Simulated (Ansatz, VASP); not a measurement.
**Cross-check of SiSO between VASP and Ansatz**

One calculation is typed for both programs; each brings its own data sets. How far apart do they land? The cell is taken from a series of runs on this material, whose earlier steps may have relaxed, scaled, displaced or heated it; both programs get it as it stands.

Calculated with Ansatz 0.2.0; plane waves, with VASP 6.6.1 beside it; dielectric response at PBE.

The structure was built from a prototype and need not be the compound's stable phase.

### 1. Set-up

Symmetry: R3m, No. 160, trigonal system. The conventional cell has a = 4.407 Å, b = 4.407 Å, c = 7.259 Å, α = 90.00°, β = 90.00°, γ = 120.00°. S has 1 Si at 2.22 Å nearest. Nearest to Si lie 1 O at 1.60 Å and 1 S at 2.22 Å. Nearest to O lie 1 Si at 1.60 Å. As first built, before any earlier steps moved the atoms (in the runner's words): all C replaced by Si in the R3m structure of CSO. Farther neighbours and most contacts between anions are not listed.

### 2. VASP: dielectric response, PBE

The response to a field tests empty states and converges slowly with the mesh.

Lines of VASP's logs that name or quote its potential files are left out, and so is its time.

INCAR reads:

```
SYSTEM = SiSO
PREC = Accurate
ENCUT = 520
EDIFF = 1E-08
NELM = 120
ISMEAR = 0
SIGMA = 0.01
LREAL = .FALSE.
ALGO = Normal
GGA = PE
NBANDS = 14
LORBIT = 11
LWAVE = .FALSE.
LCHARG = .FALSE.
ISIF = 2
LEPSILON = .TRUE.
LASPH = .TRUE.
GGA_COMPAT = .FALSE.
EFERMI = MIDGAP
```

POSCAR reads:

```
SiSO
1.0
    2.2034810369      1.2721803698      2.4197662314
   -2.2034810369      1.2721803698      2.4197662314
    0.0000000000     -2.5443607396      2.4197662314
S Si O
1 1 1
Direct
    0.4999006661      0.4999006661      0.4999006661
    0.8052251299      0.8052251299      0.8052251299
    0.0250742040      0.0250742040      0.0250742040
```

KPOINTS reads:

```
Automatic mesh
0
Gamma
7 7 7
0 0 0
```

PAW data sets: S, Si and O (PBE family, release 64).

Started as:

```console
$ mpirun -np 1 vasp_std
```

Numbers of over 12 decimals in the logs are rounded to 6 here.

Log:

```text
[banner, memory and clock lines left out]
running    1 mpi-ranks, on    1 nodes
 distrk:  each k-point on    1 cores,    1 groups
 distr:  one band on    1 cores,    1 groups

 POSCAR found type information on POSCAR S SiO
 POSCAR found :  3 types and       3 ions
 LDA part: xc-table for (Slater+PW92), standard interpolation
 POSCAR, INCAR and KPOINTS ok, starting setup
 FFT: planning ... GRIDC
 FFT: planning ... GRID_SOFT
 FFT: planning ... GRID
 WAVECAR not read
 entering main loop
       N       E                     dE             d eps       ncg     rms          rms(c)
DAV:   1     0.488134446213E+02    0.48813E+02   -0.70288E+03  1232   0.100E+03
DAV:   2    -0.159281066093E+02   -0.64742E+02   -0.57942E+02  1660   0.177E+02
DAV:   3    -0.187821168522E+02   -0.28540E+01   -0.28360E+01  1604   0.386E+01
DAV:   4    -0.188026242348E+02   -0.20507E-01   -0.20502E-01  1460   0.384E+00
DAV:   5    -0.188028826497E+02   -0.25841E-03   -0.25840E-03  1634   0.416E-01    0.122E+01
DAV:   6    -0.164577836418E+02    0.23451E+01   -0.84289E+00  1304   0.308E+01    0.657E+00
DAV:   7    -0.163260606382E+02    0.13172E+00   -0.64519E-01  1430   0.792E+00    0.468E+00
DAV:   8    -0.163001716296E+02    0.25889E-01   -0.16685E-01  1538   0.321E+00    0.112E+00
DAV:   9    -0.162990402509E+02    0.11314E-02   -0.88949E-03  1592   0.101E+00    0.402E-01
DAV:  10    -0.162992821286E+02   -0.24188E-03   -0.21880E-03  1406   0.383E-01    0.103E-01
DAV:  11    -0.162993390333E+02   -0.56905E-04   -0.15875E-04  1586   0.105E-01    0.448E-02
DAV:  12    -0.162993723348E+02   -0.33301E-04   -0.37663E-05  1364   0.494E-02    0.112E-02
DAV:  13    -0.162993733190E+02   -0.98426E-06   -0.19389E-06  1676   0.127E-02    0.774E-03
DAV:  14    -0.162993734296E+02   -0.11061E-06   -0.68775E-07  1430   0.712E-03    0.163E-03
DAV:  15    -0.162993734080E+02    0.21608E-07   -0.84831E-08  1640   0.266E-03    0.715E-04
DAV:  16    -0.162993733795E+02    0.28489E-07   -0.11126E-08  1088   0.106E-03    0.265E-04
DAV:  17    -0.162993733808E+02   -0.12928E-08   -0.21599E-09   694   0.411E-04
   1 F= -.16299373E+02 E0= -.16299373E+02  d E =0.000000E+00
 Linear response reoptimize wavefunctions to high precision
DAV:   1    -0.162993733843E+02   -0.35166E-08   -0.19060E-10   946   0.139E-04
DAV:   2    -0.162993733843E+02   -0.23874E-11   -0.36676E-11   682   0.496E-05
 Linear response G [H, r] |phi>, progress :
  Direction:   1
       N       E                     dE             d eps       ncg     rms
RMM:   1    -0.658140962776E+02   -0.65814E+02    0.19564E+01  3334   0.734E+01
RMM:   2    -0.528213149686E+02    0.12993E+02   -0.66826E+00  2037   0.181E+01
RMM:   3    -0.528571526099E+02   -0.35838E-01   -0.10808E-01  2065   0.217E+00
RMM:   4    -0.528574034089E+02   -0.25080E-03   -0.21867E-03  2146   0.316E-01
RMM:   5    -0.528574640525E+02   -0.60644E-04   -0.37915E-04  2185   0.531E-02
RMM:   6    -0.528574369973E+02    0.27055E-04   -0.17716E-05  2213   0.894E-03
RMM:   7    -0.528574367969E+02    0.20033E-06   -0.12600E-05  2214   0.170E-03
RMM:   8    -0.528574356542E+02    0.11427E-05   -0.14717E-07  1965   0.339E-04
RMM:   9    -0.528574358416E+02   -0.18739E-06   -0.87734E-06  1566   0.118E-04
RMM:  10    -0.528574358527E+02   -0.11127E-07   -0.93141E-07  1264   0.821E-05
RMM:  11    -0.528574358524E+02    0.33447E-09   -0.54387E-06  1132   0.799E-05
RMM:  12    -0.528574358522E+02    0.17690E-09   -0.43614E-06  1012   0.802E-05
RMM:  13    -0.528574358530E+02   -0.80240E-09   -0.65583E-06   907   0.801E-05
 Linear response G [H, r] |phi>, progress :
  Direction:   2
       N       E                     dE             d eps       ncg     rms
RMM:   1    -0.783186346370E+02   -0.78319E+02   -0.93084E+01  3264   0.751E+01
RMM:   2    -0.619870341109E+02    0.16332E+02   -0.66866E+00  2056   0.186E+01
RMM:   3    -0.620560502237E+02   -0.69016E-01   -0.10846E-01  2077   0.217E+00
RMM:   4    -0.620557571855E+02    0.29304E-03   -0.52030E-03  2182   0.337E-01
RMM:   5    -0.620556480473E+02    0.10914E-03   -0.11169E-03  2209   0.561E-02
RMM:   6    -0.620555611579E+02    0.86889E-04   -0.14730E-04  2240   0.102E-02
RMM:   7    -0.620555512745E+02    0.98834E-05   -0.43213E-05  2241   0.195E-03
RMM:   8    -0.620555473371E+02    0.39374E-05    0.12575E-06  2010   0.416E-04
RMM:   9    -0.620555468982E+02    0.43892E-06    0.12770E-05  1594   0.135E-04
RMM:  10    -0.620555467753E+02    0.12289E-06    0.79534E-07  1310   0.894E-05
RMM:  11    -0.620555467653E+02    0.99816E-08   -0.87439E-08  1190   0.857E-05
 Linear response G [H, r] |phi>, progress :
  Direction:   3
       N       E                     dE             d eps       ncg     rms
RMM:   1    -0.748879216429E+02   -0.74888E+02   -0.82775E+01  3226   0.727E+01
RMM:   2    -0.572371660334E+02    0.17651E+02   -0.70934E+00  2072   0.175E+01
RMM:   3    -0.572637252190E+02   -0.26559E-01   -0.11656E-01  2105   0.224E+00
RMM:   4    -0.572649786938E+02   -0.12535E-02   -0.23664E-03  2231   0.311E-01
RMM:   5    -0.572649982432E+02   -0.19549E-04   -0.82115E-05  2240   0.522E-02
RMM:   6    -0.572649993846E+02   -0.11414E-05   -0.30676E-06  2263   0.929E-03
RMM:   7    -0.572649993995E+02   -0.14890E-07    0.13781E-07  2267   0.177E-03
RMM:   8    -0.572649994129E+02   -0.13404E-07    0.61743E-07  1988   0.360E-04
[...]
RMM:   6    -0.119748698553E+01    0.47035E-07   -0.21479E-07  1872   0.470E-04
RMM:   7    -0.119748697184E+01    0.13694E-07   -0.64545E-08  1412   0.102E-04
RMM:   8    -0.119748696855E+01    0.32896E-08   -0.21171E-07  1238   0.439E-05
RMM:   9    -0.119748697369E+01   -0.51352E-08   -0.44277E-07  1104   0.377E-05
RMM:  10    -0.119748697519E+01   -0.15060E-08    0.19854E-08   994   0.371E-05
 change of polarisation eV/A/(eV/A) component  1 :     2.395     0.076    -0.306
 dielectric tensor                  component  1 :    11.648     0.339    -1.362
 Linear response to external field (no local field effect), progress :
  Direction:   2
       N       E                     dE             d eps       ncg     rms          rms(c)
RMM:   1    -0.116803886057E+01   -0.11680E+01   -0.72373E+00  2672   0.450E+00
RMM:   2    -0.128557992308E+01   -0.11754E+00   -0.24652E-02  2077   0.890E-01
RMM:   3    -0.128605076995E+01   -0.47085E-03   -0.60931E-04  2092   0.103E-01
RMM:   4    -0.128606434464E+01   -0.13575E-04   -0.17664E-05  2155   0.166E-02
RMM:   5    -0.128606462675E+01   -0.28211E-06   -0.91925E-07  2116   0.293E-03
RMM:   6    -0.128606462904E+01   -0.22915E-08   -0.82900E-08  1948   0.547E-04
 change of polarisation eV/A/(eV/A) component  2 :     0.075     2.572    -0.587
 dielectric tensor                  component  2 :     0.333    12.436    -2.608
 Linear response to external field (no local field effect), progress :
  Direction:   3
       N       E                     dE             d eps       ncg     rms          rms(c)
RMM:   1    -0.842993746758E+00   -0.84299E+00   -0.45493E+00  2634   0.424E+00
RMM:   2    -0.924361338372E+00   -0.81368E-01   -0.18695E-02  2085   0.860E-01
RMM:   3    -0.924594109414E+00   -0.23277E-03   -0.31184E-04  2112   0.956E-02
RMM:   4    -0.924599171832E+00   -0.50624E-05   -0.78296E-06  2167   0.146E-02
RMM:   5    -0.924599269761E+00   -0.97929E-07   -0.32820E-07  2128   0.239E-03
RMM:   6    -0.924599269889E+00   -0.12771E-09   -0.30062E-08  1954   0.429E-04
 change of polarisation eV/A/(eV/A) component  3 :    -0.307    -0.588     1.849
 dielectric tensor                  component  3 :    -1.365    -2.614     9.222
 Linear response to external field, progress :
  Direction:   1
       N       E                     dE             d eps       ncg     rms          rms(c)
RMM:   1    -0.110712340822E+01   -0.11071E+01   -0.70879E+00 10518   0.423E+00
RMM:   2    -0.124136117589E+01   -0.13424E+00   -0.21741E-02  8184   0.824E-01    0.192E+00
RMM:   3    -0.120580175711E+01    0.35559E-01   -0.42540E-02  8146   0.103E+00    0.102E+00
RMM:   4    -0.124456359584E+01   -0.38762E-01   -0.21515E-02  8246   0.813E-01    0.263E-01
RMM:   5    -0.126782452626E+01   -0.23261E-01   -0.12301E-03  8126   0.249E-01    0.380E-02
RMM:   6    -0.126864612560E+01   -0.82160E-03   -0.16839E-05  8586   0.363E-02    0.194E-02
RMM:   7    -0.126943840440E+01   -0.79228E-03   -0.78674E-06  8271   0.190E-02    0.273E-03
RMM:   8    -0.126951928998E+01   -0.80886E-04   -0.10360E-06  8793   0.277E-03    0.174E-03
RMM:   9    -0.126956790449E+01   -0.48615E-04   -0.13090E-06  8300   0.179E-03    0.470E-04
RMM:  10    -0.126956448716E+01    0.34173E-05   -0.35546E-06  8641   0.593E-04    0.769E-05
RMM:  11    -0.126956736537E+01   -0.28782E-05   -0.41711E-06  7758   0.228E-04    0.176E-05
RMM:  12    -0.126956700833E+01    0.35704E-06   -0.29765E-07  5209   0.478E-05    0.931E-06
 change of polarisation eV/A/(eV/A) component  1 :     2.361     0.001    -0.000
 dielectric tensor                  component  1 :    11.498     0.003    -0.001
 Linear response to external field, progress :
  Direction:   2
       N       E                     dE             d eps       ncg     rms          rms(c)
RMM:   1    -0.111052689273E+01   -0.11105E+01   -0.71219E+00  6096   0.424E+00
RMM:   2    -0.124134347075E+01   -0.13082E+00   -0.22302E-02  4754   0.834E-01    0.191E+00
RMM:   3    -0.120579932703E+01    0.35544E-01   -0.42532E-02  4737   0.103E+00    0.102E+00
RMM:   4    -0.124453916769E+01   -0.38740E-01   -0.21443E-02  4794   0.813E-01    0.263E-01
RMM:   5    -0.126777866416E+01   -0.23239E-01   -0.12002E-03  4722   0.249E-01    0.378E-02
RMM:   6    -0.126862692668E+01   -0.84826E-03   -0.16326E-05  4978   0.366E-02    0.193E-02
RMM:   7    -0.126940063068E+01   -0.77370E-03   -0.67039E-06  4807   0.188E-02    0.306E-03
RMM:   8    -0.126948369166E+01   -0.83061E-04   -0.90373E-07  5082   0.305E-03    0.180E-03
RMM:   9    -0.126954036239E+01   -0.56671E-04   -0.17763E-06  4774   0.196E-03    0.463E-04
RMM:  10    -0.126953694669E+01    0.34157E-05   -0.42593E-06  5005   0.606E-04    0.774E-05
RMM:  11    -0.126953968222E+01   -0.27355E-05   -0.33334E-06  4498   0.240E-04    0.159E-05
RMM:  12    -0.126953942200E+01    0.26022E-06   -0.48052E-07  2964   0.454E-05    0.869E-06
 change of polarisation eV/A/(eV/A) component  2 :    -0.032     2.361     0.000
 dielectric tensor                  component  2 :    -0.143    11.498     0.001
 Linear response to external field, progress :
  Direction:   3
       N       E                     dE             d eps       ncg     rms          rms(c)
RMM:   1    -0.842993746758E+00   -0.84299E+00   -0.45493E+00  2634   0.424E+00
RMM:   2    -0.924361338372E+00   -0.81368E-01   -0.18695E-02  2085   0.860E-01    0.221E+00
RMM:   3    -0.850492010670E+00    0.73869E-01   -0.16722E-01  2041   0.233E+00    0.123E+00
RMM:   4    -0.853954826441E+00   -0.34628E-02   -0.30616E-02  2061   0.113E+00    0.539E-01
RMM:   5    -0.873697957358E+00   -0.19743E-01   -0.69994E-03  2076   0.482E-01    0.181E-01
RMM:   6    -0.883636295559E+00   -0.99383E-02   -0.43024E-04  2070   0.154E-01    0.363E-02
RMM:   7    -0.884584564081E+00   -0.94827E-03   -0.17485E-05  2162   0.311E-02    0.185E-02
RMM:   8    -0.885358148166E+00   -0.77358E-03   -0.48326E-06  2055   0.174E-02    0.428E-03
RMM:   9    -0.885412979736E+00   -0.54832E-04   -0.27454E-07  2203   0.326E-03    0.150E-03
RMM:  10    -0.885430067411E+00   -0.17088E-04   -0.22342E-07  2155   0.164E-03    0.213E-04
RMM:  11    -0.885429781546E+00    0.28587E-06   -0.57900E-07  2172   0.205E-04    0.921E-05
RMM:  12    -0.885431092176E+00   -0.13106E-05   -0.35557E-08  1788   0.171E-04    0.200E-05
RMM:  13    -0.885430752940E+00    0.33924E-06    0.18919E-08  1060   0.321E-05    0.875E-06
 change of polarisation eV/A/(eV/A) component  3 :    -0.297    -0.562     1.641
 dielectric tensor                  component  3 :    -1.321    -2.500     8.298
 Born effective charges drift removed
```

Parts of OUTCAR (step 2):

```text
ion  position               nearest neighbor table
   1  0.500  0.500  0.500-   2 2.22   2 2.55   2 2.55   2 2.55
   2  0.805  0.805  0.805-   3 1.60   1 2.22   1 2.55   1 2.55   1 2.55
   3  0.025  0.025  0.025-   2 1.60

  LATTYP: Found a trigonal (rhomboedric) cell.
 ALAT       =     3.5112733001
 COS(alpha) =     0.2123752367

 Subroutine GETGRP returns: Found  6 space group operations
 (whereof  6 operations were pure point group operations)

The static configuration has the point symmetry C_3v.

 Found     44 irreducible k-points:

   k-points           NKPTS =     44   k-points in BZ     NKDIM =     44   number of bands    NBANDS=     14

   dimension x,y,z NGX =    28 NGY =   28 NGZ =   28
   dimension x,y,z NGXF=    56 NGYF=   56 NGZF=   56

   ENCUT  =  520.0 eV  38.22 Ry    6.18 a.u.   6.53  6.53  6.53*2*pi/ulx,y,z

   NELECT =      16.0000    total number of electrons

 k-points in reciprocal lattice and weights: Automatic mesh
   0.00000000  0.00000000  0.00000000       0.003
   0.14285714  0.00000000  0.00000000       0.017
   0.28571429  0.00000000  0.00000000       0.017
   0.42857143  0.00000000  0.00000000       0.017
   0.14285714  0.14285714  0.00000000       0.017
   0.28571429  0.14285714  0.00000000       0.035
   0.42857143  0.14285714  0.00000000       0.035
  -0.42857143  0.14285714  0.00000000       0.035
  -0.28571429  0.14285714 -0.00000000       0.035
[...]
0.42857143  0.42857143  0.42857143       0.006
  -0.42857143  0.42857143  0.42857143       0.017

 average (electrostatic) potential at core
       1 -85.4251       2 -84.1923       3 -68.2039

  Total       -0.0252197     -0.0252197      0.0981732     -0.0000000      0.0000000      0.0000000
  in kB       -0.9928145     -0.9928145      3.8647453     -0.0000000      0.0000000      0.0000000
  external PRESSURE =       0.6263721 kB  Pullay stress =       0.0000000 kB

  energy-cutoff  :      520.00
  volume of cell :       40.70
      direct lattice vectors                 reciprocal lattice vectors
     2.203481037  1.272180370  2.419766231     0.226913684  0.131008677  0.137754354
    -2.203481037  1.272180370  2.419766231    -0.226913684  0.131008677  0.137754354
     0.000000000 -2.544360740  2.419766231     0.000000000 -0.262017353  0.137754354

 POSITION                                       TOTAL-FORCE (eV/Angst)
 -----------------------------------------------------------------------------------
      0.00000      0.00000      3.62893         0.000000     -0.000000      0.036058
      0.00000      0.00000      5.84537         0.000000      0.000000     -0.186224
      0.00000      0.00000      0.18202         0.000000     -0.000000      0.150166
 -----------------------------------------------------------------------------------
    total drift:                                0.000000     -0.000000      0.000437

 MACROSCOPIC STATIC DIELECTRIC TENSOR (including local field effects in DFT)
 ------------------------------------------------------
          11.498233     0.000000     0.000000
           0.000000    11.498233     0.000000
           0.000000    -0.000000     8.297634
 ------------------------------------------------------

 PIEZOELECTRIC TENSOR (including local field effects)  for field in x, y, z        (C/m^2)
          XX          YY          ZZ          XY          YZ          ZX
  --------------------------------------------------------------------------------
  x     0.00000     0.00000     0.00000    -1.03376     0.00000     0.25499
  y    -1.03376     1.03376     0.00000     0.00000     0.25499     0.00000
  z    -0.35289    -0.35289     0.33229     0.00000     0.00000     0.00000

 BORN EFFECTIVE CHARGES (including local field effects) (in |e|, cummulative output)
 ---------------------------------------------------------------------------------
 ion    1
    1    -2.34393     0.00000     0.00000
    2     0.00000    -2.34393     0.00000
    3     0.00000     0.00000    -1.56974
 ion    2
    1     5.16287     0.00000     0.00000
    2     0.00000     5.16287    -0.00000
    3     0.00000     0.00000     3.71374
 ion    3
    1    -2.81894     0.00000     0.00000
    2     0.00000    -2.81894     0.00000
    3     0.00000     0.00000    -2.14401
```

[end of part 1 of 2]

[Lines on the potential files, build, host, timing and source positions are cut from VASP's logs without a mark.]

[Logs are printed without paths, hosts, clocks, repeated set-up lines and the standing remarks that a program may print on its own settings, such as how far it seeks lower states.]

[Hosts, paths, dates, database ids (printed as entryN), source tags and the programs' standing remarks are cut or masked in the printed files.]
